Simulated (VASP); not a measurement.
Consider the following.

```
InP
1.0
    0.00000     3.00742     3.00742
    3.00742     0.00000     3.00742
    3.00742     3.00742     0.00000
In P
1 1
Direct
  0.00000   0.00000   0.00000
  0.25000   0.25000   0.25000
```

Level of theory: RPBE GGA, VASP's PBE PAW potentials (set 64) (plane waves; VASP). Numerical set-up: 520 eV cut-off, Gaussian smearing of 0.050 eV, potentials In_d P.

Unless said otherwise, spin-orbit coupling is left out, though it shifts the bands of the heavy elements here.

Task: Give the energies of bands 7 to 12 at the high-symmetry points, in eV from the valence-band maximum.

Result: 
```tsv
band	Γ	X	U	L	W
7	0.00	-5.38	-5.25	-5.29	-5.25
8	0.00	-2.05	-2.90	-0.86	-2.60
9	0.00	-2.05	-1.71	-0.86	-2.54
10	0.42	2.02	2.48	1.42	4.10
11	4.13	2.34	4.30	4.84	4.38
12	4.13	8.91	7.33	4.84	5.46
```

The gap is direct, 0.42 eV, from the valence maximum at Γ to the conduction minimum at Γ.

Measured: gap 1.47 eV (computed value off by -1.05 eV), as given by Wei Chen et al., Physical Review Materials (2018), doi:10.1103/physrevmaterials.2.073803 [zero-point renormalisation of 0.05 eV added back (the table's ZPR column)].

The compound is InP in the zinc blende structure. It was relaxed first, which changed the volume by +8 %.
